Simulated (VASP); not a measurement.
Input for VASP

POSCAR:
```
Ca(GaAs)2
1
    1.9946750000     1.1516260000     8.3312730000
   -1.9946750000     1.1516260000     8.3312730000
    0.0000000000    -2.3032520000     8.3312730000
Ca Ga As
1 2 2
Direct
  0.0000000000   0.0000000000   0.0000000000
  0.4513130000   0.4513130000   0.4513130000
  0.5486870000   0.5486870000   0.5486870000
  0.2562800000   0.2562800000   0.2562800000
  0.7437200000   0.7437200000   0.7437200000
```

KPOINTS:
```
Automatic mesh
0
Gamma
5 5 5
0 0 0
```

### INCAR
```
NSW = 50   # most ionic steps
LCHARG = F
ALGO = Normal   # blocked Davidson
SYSTEM = Ca(GaAs)2
IBRION = 2   # conjugate gradients
ISMEAR = -1
PREC = Accurate
ENCUT = 300   # plane-wave cut-off (eV)
EDIFFG = -0.01
EDIFF = 1E-6
SIGMA = 0.1   # width (eV)
LWAVE = F
LMAXMIX = 4   # l cut-off of mixed one-centre charges
ISIF = 3   # ions, shape and volume
NELM = 100   # most electronic steps
LASPH = T   # aspherical one-centre terms
LREAL = F   # projection in real space or not
```

POTCAR, in this order: Ca_sv Ga_d As (LDA.64 set). Program: vasp_std.

Question: Translate this LDA calculation to Quantum ESPRESSO's pw.x.

Answer: One equivalent input (not run):
```
&CONTROL
  calculation = 'vc-relax'
  pseudo_dir = './pseudo'
  outdir = './out'
  tprnfor = .true.
  tstress = .true.
  nstep = 50
  forc_conv_thr = 0.00039
/
&SYSTEM
  ibrav = 0
  nat = 5
  ntyp = 3
  ecutwfc = 80
  occupations = 'smearing'
  smearing = 'fermi-dirac'
  degauss = 0.00735
  input_dft = 'pz'
/
&ELECTRONS
  conv_thr = 7.3e-08
  electron_maxstep = 100
/
&IONS
/
&CELL
/
ATOMIC_SPECIES
  Ca 40.078 Ca.upf
  Ga 69.723 Ga.upf
  As 74.922 As.upf
CELL_PARAMETERS angstrom
     1.9946750    1.1516260    8.3312730
    -1.9946750    1.1516260    8.3312730
     0.0000000   -2.3032520    8.3312730
ATOMIC_POSITIONS crystal
  Ca   0.0000000  0.0000000  0.0000000
  Ga   0.4513130  0.4513130  0.4513130
  Ga   0.5486870  0.5486870  0.5486870
  As   0.2562800  0.2562800  0.2562800
  As   0.7437200  0.7437200  0.7437200
K_POINTS automatic
  5 5 5 0 0 0
```
What does not carry over: the potentials are each code's own (VASP's PAW set, PseudoDojo norm-conserving files in pw.x), so ENCUT and ecutwfc are chosen apart and not converted; conv_thr bounds pw.x's estimated SCF error, while EDIFF bounds the energy change between steps; forc_conv_thr acts on force components and is met together with etot_conv_thr.

The structure comes from a computed database's CaGa2As2 entry; how it stands against other phases isn't given here. This run relaxes it. Symmetry was kept, so distortions that lower it aren't found. The run is one of a series of settings (EDIFFG = -0.01, IBRION = 2, ISIF = 3, NSW = 50 against the base run), some of them coarse on purpose.
